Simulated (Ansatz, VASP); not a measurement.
**BN: VASP beside Ansatz**

Wanted: the spread between two codes on one cell, functional and k mesh. The cell is taken from a series of runs on this material, whose earlier steps may have relaxed, scaled, displaced or heated it; both programs get it as it stands.

Program: Ansatz 0.2.0. Level of theory: plane waves, with VASP 6.6.1 beside it; zone-centre phonons at PBE. Results are calculated unless marked as measured.

### 1. Starting point

The structure is cubic, space group F-43m (No. 216). Conventional cell: a = 3.623 Å, b = 3.623 Å, c = 3.623 Å, α = 90.00°, β = 90.00°, γ = 90.00°. Nearest to B lie 4 N at 1.57 Å. Nearest to N lie 4 B at 1.57 Å. Farther neighbours and most contacts between anions are not listed.

Coordinates:

```cif
data_structure
_symmetry_space_group_name_H-M 'F-43m'
_symmetry_Int_Tables_number 216
_cell_length_a 3.6233
_cell_length_b 3.6233
_cell_length_c 3.6233
_cell_angle_alpha 90.000
_cell_angle_beta 90.000
_cell_angle_gamma 90.000
_cell_volume 47.57
loop_
_atom_site_label
_atom_site_type_symbol
_atom_site_symmetry_multiplicity
_atom_site_Wyckoff_symbol
_atom_site_fract_x
_atom_site_fract_y
_atom_site_fract_z
_atom_site_occupancy
B1 B 4 a 0.00000 0.00000 0.00000 1
N1 N 4 c 0.75000 0.25000 0.75000 1
```

### 2. VASP: zone-centre phonons, PBE

Second derivatives magnify differences that forces hide, and they need a tight electronic threshold.

Lines of VASP's logs that name or quote its potential files are left out, and so is its time.

Contents of INCAR:

```
SYSTEM = BN
PREC = Accurate
ENCUT = 600
EDIFF = 1E-08
NELM = 120
ISMEAR = 0
SIGMA = 0.01
LREAL = .FALSE.
ALGO = Normal
GGA = PE
NBANDS = 10
LORBIT = 11
LWAVE = .FALSE.
LCHARG = .FALSE.
ISIF = 2
IBRION = 8
LEPSILON = .TRUE.
LASPH = .TRUE.
GGA_COMPAT = .FALSE.
EFERMI = MIDGAP
```

Contents of POSCAR:

```
BN
1.0
   -1.8116642968      0.0000000000      1.8116642968
    0.0000000000      1.8116642968      1.8116642968
   -1.8116642968      1.8116642968      0.0000000000
B N
1 1
Direct
    0.0000000000      0.0000000000      0.0000000000
    0.7500000000      0.7500000000      0.7500000000
```

Contents of KPOINTS:

```
Automatic mesh
0
Gamma
12 12 12
0 0 0
```

Potentials, in the order of the species: B and N (PBE family, release 64).

Launch:

```console
$ mpirun -np 1 vasp_std
```

Numbers of over 12 decimals in the logs are rounded to 6 here.

Log:

```text
[banner, memory and clock lines left out]
running    1 mpi-ranks, on    1 nodes
 distrk:  each k-point on    1 cores,    1 groups
 distr:  one band on    1 cores,    1 groups

 POSCAR found type information on POSCAR B N
 POSCAR found :  2 types and       2 ions
 LDA part: xc-table for (Slater+PW92), standard interpolation
 POSCAR, INCAR and KPOINTS ok, starting setup
 FFT: planning ... GRIDC
 FFT: planning ... GRID_SOFT
 FFT: planning ... GRID
 WAVECAR not read
 entering main loop
       N       E                     dE             d eps       ncg     rms          rms(c)
DAV:   1     0.156627007970E+02    0.15663E+02   -0.56321E+03  1480   0.900E+02
DAV:   2    -0.178099270960E+02   -0.33473E+02   -0.31983E+02  1870   0.200E+02
DAV:   3    -0.184087640236E+02   -0.59884E+00   -0.59801E+00  1702   0.224E+01
DAV:   4    -0.184096605658E+02   -0.89654E-03   -0.89650E-03  1592   0.950E-01
DAV:   5    -0.184096614954E+02   -0.92964E-06   -0.92967E-06  1652   0.316E-02    0.664E+00
DAV:   6    -0.175387756654E+02    0.87089E+00   -0.30558E+00  1794   0.115E+01    0.323E+00
DAV:   7    -0.174684408699E+02    0.70335E-01   -0.92843E-02  1582   0.274E+00    0.189E+00
DAV:   8    -0.174542778324E+02    0.14163E-01   -0.37357E-02  1630   0.152E+00    0.192E-01
DAV:   9    -0.174544889493E+02   -0.21112E-03   -0.81304E-04  1552   0.269E-01    0.775E-02
DAV:  10    -0.174545676182E+02   -0.78669E-04   -0.11456E-04  1600   0.103E-01    0.150E-02
DAV:  11    -0.174545726780E+02   -0.50598E-05   -0.87487E-06  1694   0.261E-02    0.932E-03
DAV:  12    -0.174545727116E+02   -0.33613E-07   -0.16310E-06  1648   0.981E-03    0.639E-04
DAV:  13    -0.174545727101E+02    0.15160E-08   -0.26549E-08  1604   0.171E-03
   1 F= -.17454573E+02 E0= -.17454573E+02  d E =0.000000E+00
 Linear response reoptimize wavefunctions to high precision
DAV:   1    -0.174545727278E+02   -0.17665E-07   -0.28460E-09  1584   0.488E-04
DAV:   2    -0.174545727278E+02    0.32458E-10   -0.12129E-11   882   0.410E-05
 Linear response G [H, r] |phi>, progress :
  Direction:   1
       N       E                     dE             d eps       ncg     rms
RMM:   1    -0.343488328639E+02   -0.34349E+02   -0.15939E+01  3369   0.515E+01
RMM:   2    -0.327181821191E+02    0.16307E+01   -0.79344E-01  2306   0.984E+00
RMM:   3    -0.327221641075E+02   -0.39820E-02   -0.41326E-03  2436   0.448E-01
RMM:   4    -0.327220760869E+02    0.88021E-04   -0.12245E-04  2591   0.288E-02
RMM:   5    -0.327220657851E+02    0.10302E-04   -0.73082E-06  2516   0.232E-03
RMM:   6    -0.327220650629E+02    0.72213E-06    0.48202E-08  2222   0.252E-04
RMM:   7    -0.327220650423E+02    0.20657E-07    0.44595E-07  1863   0.115E-04
RMM:   8    -0.327220650243E+02    0.18000E-07    0.55668E-07  1833   0.106E-04
RMM:   9    -0.327220650284E+02   -0.41095E-08    0.41260E-07  1823   0.106E-04
RMM:  10    -0.327220650288E+02   -0.39675E-09    0.51312E-07  1671   0.106E-04
 Linear response G [H, r] |phi>, progress :
  Direction:   2
       N       E                     dE             d eps       ncg     rms
RMM:   1    -0.367768737693E+02   -0.36777E+02   -0.22448E+01  3372   0.542E+01
RMM:   2    -0.321024052609E+02    0.46745E+01   -0.11300E+00  2307   0.113E+01
RMM:   3    -0.321058538711E+02   -0.34486E-02   -0.49831E-03  2434   0.509E-01
RMM:   4    -0.321057603550E+02    0.93516E-04   -0.12535E-04  2549   0.328E-02
RMM:   5    -0.321057502313E+02    0.10124E-04   -0.71853E-06  2511   0.260E-03
RMM:   6    -0.321057496728E+02    0.55857E-06   -0.14334E-06  2213   0.272E-04
RMM:   7    -0.321057495262E+02    0.14659E-06    0.10772E-07  1864   0.110E-04
RMM:   8    -0.321057495729E+02   -0.46703E-07   -0.37976E-07  1780   0.101E-04
RMM:   9    -0.321057496225E+02   -0.49573E-07   -0.91571E-07  1760   0.101E-04
RMM:  10    -0.321057495818E+02    0.40647E-07   -0.44458E-07  1587   0.101E-04
 Linear response G [H, r] |phi>, progress :
  Direction:   3
       N       E                     dE             d eps       ncg     rms
RMM:   1    -0.246125501111E+02   -0.24613E+02    0.82219E+01  3126   0.546E+01
RMM:   2    -0.237710963267E+02    0.84145E+00   -0.11199E+00  2284   0.108E+01
RMM:   3    -0.237765271556E+02   -0.54308E-02   -0.57070E-03  2419   0.565E-01
RMM:   4    -0.237765397875E+02   -0.12632E-04   -0.31144E-05  2552   0.388E-02
RMM:   5    -0.237765396601E+02    0.12732E-06   -0.44075E-07  2450   0.344E-03
RMM:   6    -0.237765396546E+02    0.55770E-08   -0.83748E-08  2186   0.341E-04
 Linear response to external field (no local field effect), progress :
  Direction:   1
       N       E                     dE             d eps       ncg     rms          rms(c)
RMM:   1    -0.143441583713E+00   -0.14344E+00   -0.44571E-01  3210   0.215E+00
RMM:   2    -0.144112359321E+00   -0.67078E-03   -0.46622E-04  2331   0.207E-01
RMM:   3    -0.144113931250E+00   -0.15719E-05   -0.93242E-07  2372   0.875E-03
RMM:   4    -0.144113934605E+00   -0.33546E-08   -0.34660E-09  2316   0.492E-04
 change of polarisation eV/A/(eV/A) component  1 :     0.288    -0.122     0.042
 dielectric tensor                  component  1 :     5.386    -1.859     0.634
 Linear response to external field (no local field effect), progress :
  Direction:   2
       N       E                     dE             d eps       ncg     rms          rms(c)
[...]
RMM:   4    -0.771891885625E-01   -0.41133E-08   -0.18262E-09  2297   0.437E-04
 change of polarisation eV/A/(eV/A) component  3 :     0.042     0.032     0.154
 dielectric tensor                  component  3 :     0.634     0.490     3.349
 Linear response to external field, progress :
  Direction:   1
       N       E                     dE             d eps       ncg     rms          rms(c)
RMM:   1    -0.121136427072E+00   -0.12114E+00   -0.36920E-01 12472   0.204E+00
RMM:   2    -0.121798540594E+00   -0.66211E-03   -0.41562E-04  9054   0.193E-01    0.595E-01
RMM:   3    -0.121034631031E+00    0.76391E-03   -0.91241E-04  9198   0.234E-01    0.358E-01
RMM:   4    -0.127502503918E+00   -0.64679E-02   -0.13395E-03  9219   0.292E-01    0.454E-02
RMM:   5    -0.128413794056E+00   -0.91129E-03   -0.23136E-05  9290   0.415E-02    0.450E-03
RMM:   6    -0.128446382942E+00   -0.32589E-04   -0.14540E-07  9480   0.384E-03    0.247E-03
RMM:   7    -0.128473237646E+00   -0.26855E-04   -0.11885E-07  9303   0.353E-03    0.152E-04
RMM:   8    -0.128473822824E+00   -0.58518E-06    0.61874E-11  8286   0.108E-04    0.499E-05
RMM:   9    -0.128473836819E+00   -0.13995E-07    0.44084E-11  7725   0.102E-04    0.681E-06
 change of polarisation eV/A/(eV/A) component  1 :     0.237    -0.031    -0.028
 dielectric tensor                  component  1 :     4.613    -0.476    -0.424
 Linear response to external field, progress :
  Direction:   2
       N       E                     dE             d eps       ncg     rms          rms(c)
RMM:   1    -0.121136565460E+00   -0.12114E+00   -0.36920E-01 12472   0.204E+00
RMM:   2    -0.121798560400E+00   -0.66199E-03   -0.41344E-04  9043   0.193E-01    0.595E-01
RMM:   3    -0.121034615240E+00    0.76395E-03   -0.91161E-04  9196   0.234E-01    0.358E-01
RMM:   4    -0.127502346366E+00   -0.64677E-02   -0.13382E-03  9219   0.292E-01    0.454E-02
RMM:   5    -0.128413676928E+00   -0.91133E-03   -0.23114E-05  9290   0.415E-02    0.450E-03
RMM:   6    -0.128446257197E+00   -0.32580E-04   -0.14501E-07  9481   0.384E-03    0.247E-03
RMM:   7    -0.128473127035E+00   -0.26870E-04   -0.11899E-07  9299   0.353E-03    0.153E-04
RMM:   8    -0.128473704518E+00   -0.57748E-06   -0.18731E-11  8296   0.109E-04    0.491E-05
RMM:   9    -0.128473717114E+00   -0.12596E-07   -0.80672E-11  7714   0.102E-04    0.528E-06
 change of polarisation eV/A/(eV/A) component  2 :    -0.043     0.237     0.027
 dielectric tensor                  component  2 :    -0.650     4.613     0.413
 Linear response to external field, progress :
  Direction:   3
       N       E                     dE             d eps       ncg     rms          rms(c)
RMM:   1    -0.121136022617E+00   -0.12114E+00   -0.36919E-01 12475   0.204E+00
RMM:   2    -0.121798567497E+00   -0.66254E-03   -0.41210E-04  9042   0.193E-01    0.595E-01
RMM:   3    -0.121034646055E+00    0.76392E-03   -0.91142E-04  9196   0.234E-01    0.358E-01
RMM:   4    -0.127502490068E+00   -0.64678E-02   -0.13380E-03  9220   0.292E-01    0.454E-02
RMM:   5    -0.128413783543E+00   -0.91129E-03   -0.23111E-05  9290   0.415E-02    0.450E-03
RMM:   6    -0.128446385691E+00   -0.32602E-04   -0.14392E-07  9481   0.384E-03    0.247E-03
RMM:   7    -0.128473244608E+00   -0.26859E-04   -0.11837E-07  9300   0.353E-03    0.152E-04
RMM:   8    -0.128473828503E+00   -0.58390E-06    0.17879E-11  8293   0.108E-04    0.498E-05
RMM:   9    -0.128473841412E+00   -0.12908E-07   -0.53712E-11  7715   0.102E-04    0.667E-06
 change of polarisation eV/A/(eV/A) component  3 :    -0.044     0.026     0.237
 dielectric tensor                  component  3 :    -0.664     0.399     4.613
 Linear response DOF=           2
 Linear response progress:
  Degree of freedom:   1/  2
       N       E                     dE             d eps       ncg     rms          rms(c)
RMM:   1    -0.406093165475E-01   -0.40609E-01   -0.22054E-02 13918   0.143E+00
RMM:   2    -0.356041780222E-01    0.50051E-02   -0.48115E-05  8619   0.329E-01    0.135E-01
RMM:   3    -0.356570673667E-01   -0.52889E-04    0.13297E-04  9012   0.717E-02    0.769E-02
RMM:   4    -0.359085740751E-01   -0.25151E-03    0.93867E-05  9043   0.847E-02    0.747E-03
RMM:   5    -0.359036276900E-01    0.49464E-05    0.32414E-05  9217   0.107E-02    0.113E-03
RMM:   6    -0.359016318422E-01    0.19958E-05    0.28601E-06  9265   0.124E-03    0.451E-04
RMM:   7    -0.358986698998E-01    0.29619E-05    0.44752E-07  9319   0.761E-04    0.695E-05
RMM:   8    -0.358987415775E-01   -0.71678E-07    0.41062E-07  9401   0.752E-05    0.980E-06
RMM:   9    -0.358987110116E-01    0.30566E-07    0.28644E-07  9503   0.154E-05    0.247E-06
RMM:  10    -0.358987107034E-01    0.30813E-09    0.29007E-07  8603   0.649E-06    0.479E-07
RMM:  11    -0.358987107797E-01   -0.76267E-10    0.28773E-07  6322   0.419E-06    0.809E-08
 first order change of Fermi-energy  -0.29866E+01
 force on displaced ion       1 direction 1 : -23.849  -0.000  -0.000
 Born effective charge ion    1 direction 1 :   1.911   0.000   0.000
 Linear response progress:
  Degree of freedom:   2/  2
       N       E                     dE             d eps       ncg     rms          rms(c)
RMM:   1    -0.231595207027E+00   -0.23160E+00    0.12941E-01 11671   0.336E+00
RMM:   2    -0.227155424214E+00    0.44398E-02   -0.27292E-03  8551   0.544E-01    0.220E-01
RMM:   3    -0.228272648558E+00   -0.11172E-02   -0.40825E-04  8300   0.157E-01    0.120E-01
RMM:   4    -0.230417210034E+00   -0.21446E-02   -0.37421E-04  8038   0.155E-01    0.245E-02
RMM:   5    -0.230484058759E+00   -0.66849E-04   -0.96568E-06  9306   0.304E-02    0.149E-03
RMM:   6    -0.230495023994E+00   -0.10965E-04   -0.72814E-07  9028   0.186E-03    0.586E-04
RMM:   7    -0.230489715804E+00    0.53082E-05   -0.14960E-08  9377   0.788E-04    0.577E-05
RMM:   8    -0.230489970812E+00   -0.25501E-06    0.24307E-07  8781   0.659E-05    0.295E-05
RMM:   9    -0.230489852109E+00    0.11870E-06    0.26027E-07  9445   0.521E-05    0.312E-06
RMM:  10    -0.230489863497E+00   -0.11388E-07    0.25701E-07  8889   0.969E-06    0.121E-06
RMM:  11    -0.230489873755E+00   -0.10259E-07    0.23638E-07  8275   0.932E-06    0.197E-07
RMM:  12    -0.230489874280E+00   -0.52481E-09    0.23467E-07  5289   0.754E-06    0.576E-08
 first order change of Fermi-energy   0.29856E+01
 force on displaced ion       2 direction 1 : -23.847   0.000   0.000
 Born effective charge ion    2 direction 1 :  -1.910   0.000   0.000
 Born effective charges drift removed
 Linear response finished
```

From OUTCAR (step 2):

```text
ion  position               nearest neighbor table
   1  0.000  0.000  0.000-   2 1.57   2 1.57   2 1.57   2 1.57
   2  0.750  0.750  0.750-   1 1.57   1 1.57   1 1.57   1 1.57

  LATTYP: Found a face centered cubic cell.
 ALAT       =     3.6233285936

 Subroutine GETGRP returns: Found 24 space group operations
 (whereof 24 operations were pure point group operations)

The static configuration has the point symmetry T_d .

 Found     72 irreducible k-points:

   k-points           NKPTS =     72   k-points in BZ     NKDIM =     72   number of bands    NBANDS=     10

   dimension x,y,z NGX =    20 NGY =   20 NGZ =   20
   dimension x,y,z NGXF=    40 NGYF=   40 NGZF=   40

   ENCUT  =  600.0 eV  44.10 Ry    6.64 a.u.   5.12  5.12  5.12*2*pi/ulx,y,z

   NELECT =       8.0000    total number of electrons

 k-points in reciprocal lattice and weights: Automatic mesh
   0.00000000  0.00000000  0.00000000       0.001
   0.08333333  0.00000000  0.00000000       0.005
   0.16666667  0.00000000  0.00000000       0.005
   0.25000000  0.00000000  0.00000000       0.005
   0.33333333  0.00000000  0.00000000       0.005
   0.41666667  0.00000000  0.00000000       0.005
   0.50000000  0.00000000  0.00000000       0.002
   0.08333333  0.08333333  0.00000000       0.003
   0.16666667  0.08333333  0.00000000       0.014
[...]
-0.33333333  0.50000000  0.16666667       0.007
  -0.25000000  0.50000000  0.25000000       0.003

 average (electrostatic) potential at core
       1 -24.5683       2 -60.4712

  Total        0.0283817      0.0283817      0.0283817     -0.0000000      0.0000000      0.0000000
  in kB        3.8237149      3.8237149      3.8237149     -0.0000000      0.0000000      0.0000000
  external PRESSURE =       3.8237149 kB  Pullay stress =       0.0000000 kB

  energy-cutoff  :      600.00
  volume of cell :       11.89
      direct lattice vectors                 reciprocal lattice vectors
    -1.811664297  0.000000000  1.811664297    -0.275989321 -0.275989321  0.275989321
     0.000000000  1.811664297  1.811664297     0.275989321  0.275989321  0.275989321
    -1.811664297  1.811664297  0.000000000    -0.275989321  0.275989321 -0.275989321

 POSITION                                       TOTAL-FORCE (eV/Angst)
 -----------------------------------------------------------------------------------
      0.00000      0.00000      0.00000        -0.000000      0.000000      0.000000
     -2.71750      2.71750      2.71750         0.000000     -0.000000     -0.000000
 -----------------------------------------------------------------------------------
    total drift:                                0.000000     -0.000000     -0.000000

 MACROSCOPIC STATIC DIELECTRIC TENSOR (including local field effects in DFT)
 ------------------------------------------------------
           4.613062     0.000000    -0.000000
          -0.000000     4.613062     0.000000
           0.000000    -0.000000     4.613062
 ------------------------------------------------------

 PIEZOELECTRIC TENSOR (including local field effects)  for field in x, y, z        (C/m^2)
          XX          YY          ZZ          XY          YZ          ZX
  --------------------------------------------------------------------------------
  x    -0.00000    -0.00000     0.00000     0.00000    -1.03965     0.00000
  y     0.00000     0.00000     0.00000     0.00000     0.00000    -1.03965
  z     0.00000    -0.00000    -0.00000    -1.03965     0.00000     0.00000

 BORN EFFECTIVE CHARGES (including local field effects) (in |e|, cummulative output)
 ---------------------------------------------------------------------------------
 ion    1
    1     1.91076     0.00000     0.00000
    2     0.00000     1.91076     0.00000
    3     0.00000     0.00000     1.91076
 ion    2
    1    -1.91076     0.00000     0.00000
    2     0.00000    -1.91076     0.00000
    3     0.00000     0.00000    -1.91076

 Eigenvectors and eigenvalues of the dynamical matrix
 ----------------------------------------------------

   1 f  =   30.909573 THz   194.210574 2PiTHz 1031.032373 cm-1   127.831665 meV
             X         Y         Z           dx          dy          dz
      0.000000  0.000000  0.000000     0.000000   -0.000000   -0.751200
     -2.717496  2.717496  2.717496     0.000000   -0.000000    0.660075

   2 f  =   30.909573 THz   194.210574 2PiTHz 1031.032373 cm-1   127.831665 meV
             X         Y         Z           dx          dy          dz
      0.000000  0.000000  0.000000     0.000000   -0.751200    0.000000
     -2.717496  2.717496  2.717496     0.000000    0.660075    0.000000

   3 f  =   30.909573 THz   194.210574 2PiTHz 1031.032373 cm-1   127.831665 meV
             X         Y         Z           dx          dy          dz
      0.000000  0.000000  0.000000     0.751200   -0.000000    0.000000
     -2.717496  2.717496  2.717496    -0.660075    0.000000    0.000000

   4 f/i=    0.000559 THz     0.003515 2PiTHz    0.018661 cm-1     0.002314 meV
             X         Y         Z           dx          dy          dz
      0.000000  0.000000  0.000000    -0.218777    0.413258    0.465890
     -2.717496  2.717496  2.717496    -0.248980    0.470309    0.530207

   5 f/i=    0.000559 THz     0.003515 2PiTHz    0.018661 cm-1     0.002314 meV
             X         Y         Z           dx          dy          dz
      0.000000  0.000000  0.000000    -0.516908   -0.395909    0.108449
     -2.717496  2.717496  2.717496    -0.588268   -0.450565    0.123420

   6 f/i=    0.000559 THz     0.003515 2PiTHz    0.018661 cm-1     0.002314 meV
             X         Y         Z           dx          dy          dz
      0.000000  0.000000  0.000000    -0.347335    0.328896   -0.454846
     -2.717496  2.717496  2.717496    -0.395286    0.374301   -0.517638

 MACROSCOPIC STATIC DIELECTRIC TENSOR IONIC CONTRIBUTION
 ------------------------------------------------------
           2.329532     0.000000     0.000000
           0.000000     2.329532     0.000000
           0.000000     0.000000     2.329532
 ------------------------------------------------------

 ELASTIC MODULI CONTR FROM IONIC RELAXATION (kBar)
 Direction    XX          YY          ZZ          XY          YZ          ZX
 --------------------------------------------------------------------------------
 XX          -0.0000     -0.0000     -0.0000     -0.0000      0.0000     -0.0000
 YY          -0.0000     -0.0000     -0.0000     -0.0000     -0.0000      0.0000
 ZZ          -0.0000     -0.0000     -0.0000      0.0000     -0.0000     -0.0000
 XY          -0.0000     -0.0000      0.0000    -10.9680      0.0000      0.0000
 YZ           0.0000     -0.0000     -0.0000      0.0000    -10.9680      0.0000
 ZX          -0.0000      0.0000     -0.0000      0.0000      0.0000    -10.9680
 --------------------------------------------------------------------------------

 PIEZOELECTRIC TENSOR IONIC CONTR  for field in x, y, z        (C/m^2)
          XX          YY          ZZ          XY          YZ          ZX
  --------------------------------------------------------------------------------
  x     0.00000     0.00000     0.00000     0.00000     0.15041     0.00000
  y     0.00000     0.00000     0.00000     0.00000     0.00000     0.15041
  z     0.00000     0.00000     0.00000     0.15041     0.00000     0.00000
```

(Continued in part 2 of 2.)

[Lines on the potential files, build, host, timing and source positions are cut from VASP's logs without a mark.]

[Logs are printed without paths, hosts, clocks, repeated set-up lines and the standing remarks that a program may print on its own settings, such as how far it seeks lower states.]

[Hosts, paths, dates, database ids (printed as entryN), source tags and the programs' standing remarks are cut or masked in the printed files.]
